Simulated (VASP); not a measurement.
A convergence study with VASP on CaO (rock salt): one setting is varied, all else stays as given below, so the limit is that of these other settings. Each run relaxes cell and ions from the cell shown.

```
CELL_PARAMETERS angstrom
      0.00000     2.40500     2.40500
      2.40500     0.00000     2.40500
      2.40500     2.40500     0.00000
ATOMIC_POSITIONS crystal
  Ca 0.00000 0.00000 0.00000
  O  0.50000 0.50000 0.50000
```

These are PBEsol GGA, VASP's PBE PAW potentials (set 64) (plane waves; VASP) values and carry that method's errors. The tightest run used: 700 eV cut-off, 14×14×14 Γ-centred mesh, Gaussian smearing of 0.050 eV, potentials Ca_sv O.

Gaps are read on the run's mesh, which can miss a band edge.

Problem. The settings run are 2×2×2 mesh; 3×3×3 mesh; 4×4×4 mesh; 5×5×5 mesh; 6×6×6 mesh; 7×7×7 mesh; 9×9×9 mesh; 10×10×10 mesh; 11×11×11 mesh; 12×12×12 mesh; 13×13×13 mesh; 14×14×14 mesh. From which on does the relaxed volume stay within 0.05 Å³/atom of the tightest run?

Solution. From 3×3×3 mesh on: it is off by 0.033 there and by no more than 0.05 in any finer run, while 2×2×2 mesh is off by 0.206.
```json
[
 {"setting": "2×2×2 mesh", "relaxed volume (Å³/atom)": "13.813", "E (eV/atom)": "-6.5397", "gap on the mesh (eV)": "3.245", "irreducible k-points": "3", "difference judged (Å³/atom)": "0.206"},
 {"setting": "3×3×3 mesh", "relaxed volume (Å³/atom)": "13.640", "E (eV/atom)": "-6.6914", "gap on the mesh (eV)": "4.000", "irreducible k-points": "4", "difference judged (Å³/atom)": "0.033"},
 {"setting": "4×4×4 mesh", "relaxed volume (Å³/atom)": "13.613", "E (eV/atom)": "-6.7058", "gap on the mesh (eV)": "3.520", "irreducible k-points": "8", "difference judged (Å³/atom)": "0.006"},
 {"setting": "5×5×5 mesh", "relaxed volume (Å³/atom)": "13.609", "E (eV/atom)": "-6.7078", "gap on the mesh (eV)": "3.715", "irreducible k-points": "10", "difference judged (Å³/atom)": "0.001"},
 {"setting": "6×6×6 mesh", "relaxed volume (Å³/atom)": "13.608", "E (eV/atom)": "-6.7081", "gap on the mesh (eV)": "3.527", "irreducible k-points": "16", "difference judged (Å³/atom)": "0.000"},
 {"setting": "7×7×7 mesh", "relaxed volume (Å³/atom)": "13.607", "E (eV/atom)": "-6.7082", "gap on the mesh (eV)": "3.624", "irreducible k-points": "20", "difference judged (Å³/atom)": "0.000"},
 {"setting": "9×9×9 mesh", "relaxed volume (Å³/atom)": "13.607", "E (eV/atom)": "-6.7082", "gap on the mesh (eV)": "3.586", "irreducible k-points": "35", "difference judged (Å³/atom)": "0.000"},
 {"setting": "10×10×10 mesh", "relaxed volume (Å³/atom)": "13.607", "E (eV/atom)": "-6.7082", "gap on the mesh (eV)": "3.528", "irreducible k-points": "47", "difference judged (Å³/atom)": "0.000"},
 {"setting": "11×11×11 mesh", "relaxed volume (Å³/atom)": "13.607", "E (eV/atom)": "-6.7082", "gap on the mesh (eV)": "3.567", "irreducible k-points": "56", "difference judged (Å³/atom)": "0.000"},
 {"setting": "12×12×12 mesh", "relaxed volume (Å³/atom)": "13.607", "E (eV/atom)": "-6.7082", "gap on the mesh (eV)": "3.527", "irreducible k-points": "72", "difference judged (Å³/atom)": "0.000"},
 {"setting": "13×13×13 mesh", "relaxed volume (Å³/atom)": "13.607", "E (eV/atom)": "-6.7082", "gap on the mesh (eV)": "3.556", "irreducible k-points": "84", "difference judged (Å³/atom)": "0.000"},
 {"setting": "14×14×14 mesh", "relaxed volume (Å³/atom)": "13.607", "E (eV/atom)": "-6.7082", "gap on the mesh (eV)": "3.527", "irreducible k-points": "104", "difference judged (Å³/atom)": "0.000"}
]
```

Left out are rungs that failed or repeat a setting and relaxations that didn't move; long series are thinned to 24 rows.

The compound is CaO in the rock salt structure.
